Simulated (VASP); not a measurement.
All values below come from revPBE GGA, VASP's PBE PAW potentials (set 64) (plane waves; VASP).

A VASP calculation is set up with these files.

### INCAR
```
SYSTEM = P
PREC = Accurate
ENCUT = 520
EDIFF = 1E-7
NELM = 100
ALGO = Normal
LREAL = .FALSE.
LASPH = .TRUE.
ISMEAR = 0
SIGMA = 0.05
GGA = RE
LWAVE = .FALSE.
LCHARG = .FALSE.
LORBIT = 11
ICHARG = 11
```

File POSCAR:
```
P
1
    1.6573111384    -8.7120314757     0.0000000000
    1.6573111384     8.7120314757    -0.0000000000
    0.0000000000     0.0000000000     4.7381042414
P
4
Direct
  0.0598503897   0.9401496103   0.9071282952
  0.4401496103   0.5598503897   0.4071282952
  0.5598503897   0.4401496103   0.5928717048
  0.9401496103   0.0598503897   0.0928717048
```

**KPOINTS**
```
k-points along high-symmetry lines
8
Line-mode
Reciprocal
  0.000000   0.000000   0.000000 ! GAMMA
 -0.500000   0.500000   0.000000 ! Y

 -0.500000   0.500000   0.000000 ! Y
 -0.274939   0.725061   0.000000 ! C_0

  0.274939   0.274939   0.000000 ! SIGMA_0
  0.000000   0.000000   0.000000 ! GAMMA

  0.000000   0.000000   0.000000 ! GAMMA
  0.000000   0.000000   0.500000 ! Z

  0.000000   0.000000   0.500000 ! Z
  0.274939   0.274939   0.500000 ! A_0

 -0.274939   0.725061   0.500000 ! E_0
 -0.500000   0.500000   0.500000 ! T

 -0.500000   0.500000   0.500000 ! T
 -0.500000   0.500000   0.000000 ! Y

  0.000000   0.000000   0.000000 ! GAMMA
  0.000000   0.500000   0.000000 ! S

  0.000000   0.500000   0.000000 ! S
  0.000000   0.500000   0.500000 ! R

  0.000000   0.500000   0.500000 ! R
  0.000000   0.000000   0.500000 ! Z

  0.000000   0.000000   0.500000 ! Z
 -0.500000   0.500000   0.500000 ! T
```

POTCAR, in this order: P (PBE.64 set). Program: vasp_std. Read from the step before: CHGCAR.

What VASP printed:

### OSZICAR
```
       N       E                     dE             d eps       ncg     rms          rms(c)
DAV:   1     0.886563157691E+02    0.88656E+02   -0.73966E+03  2464   0.111E+03
DAV:   2    -0.108887447207E+02   -0.99545E+02   -0.95399E+02  3358   0.177E+02
DAV:   3    -0.182691960050E+02   -0.73805E+01   -0.73384E+01  3328   0.527E+01
DAV:   4    -0.184124120633E+02   -0.14322E+00   -0.14286E+00  3450   0.850E+00
DAV:   5    -0.184164869279E+02   -0.40749E-02   -0.40738E-02  3556   0.132E+00
DAV:   6    -0.184166209158E+02   -0.13399E-03   -0.13399E-03  3666   0.210E-01
DAV:   7    -0.184166234505E+02   -0.25347E-05   -0.25346E-05  3600   0.260E-02
DAV:   8    -0.184166235540E+02   -0.10345E-06   -0.10348E-06  3370   0.427E-03
DAV:   9    -0.184166235578E+02   -0.38151E-08   -0.37793E-08  2712   0.774E-04
   1 F= -.18416624E+02 E0= -.18416624E+02  d E =-.444991E-15
```

**OUTCAR**
```
 val. band max:        1.1463024392   @ k =  -0.5000   0.5000   0.0000

 cond. band min:       2.1679777606   @ k =  -0.5000   0.5000   0.0000



 k-point     1 :       0.0000    0.0000    0.0000
  band No.  band energies     occupation
      1     -13.6427      2.00000
      2     -11.2537      2.00000
      3      -8.0973      2.00000
      4      -4.4056      2.00000
      5      -3.6180      2.00000
      6      -3.1870      2.00000
      7      -2.1164      2.00000
      8      -0.5901      2.00000
      9      -0.3515      2.00000
     10       1.1379      2.00000
     11       2.2835      0.00000
     12       2.8248      0.00000
     13       3.7737      0.00000
     14       4.3372      0.00000

 k-point     2 :      -0.0714    0.0714    0.0000
  band No.  band energies     occupation
      1     -13.6427      2.00000
      2     -11.2537      2.00000
      3      -8.0973      2.00000
      4      -4.4053      2.00000
      5      -3.6180      2.00000
      6      -3.1874      2.00000
      7      -2.1164      2.00000
      8      -0.5901      2.00000
      9      -0.3496      2.00000
     10       1.1383      2.00000
     11       2.2778      0.00000
     12       2.8247      0.00000
     13       3.7737      0.00000
     14       4.3372      0.00000

 k-point     3 :      -0.1429    0.1429    0.0000
  band No.  band energies     occupation
      1     -13.6427      2.00000
      2     -11.2538      2.00000
      3      -8.0972      2.00000
      4      -4.4043      2.00000
      5      -3.6182      2.00000
      6      -3.1886      2.00000
      7      -2.1164      2.00000
      8      -0.5901      2.00000
      9      -0.3444      2.00000
     10       1.1395      2.00000
     11       2.2618      0.00000
     12       2.8247      0.00000
     13       3.7738      0.00000
     14       4.3372      0.00000

 k-point     4 :      -0.2143    0.2143    0.0000
  band No.  band energies     occupation
      1     -13.6427      2.00000
...
```

The density is held fixed in this step, so its total energy and stress have no physical meaning. Without a dispersion term in the relaxation, distances and binding between the weakly bound layers, chains or molecules are unreliable, and so is what depends on them.

The compound is P in the black structure. It was relaxed first, which changed the volume by +80 %.
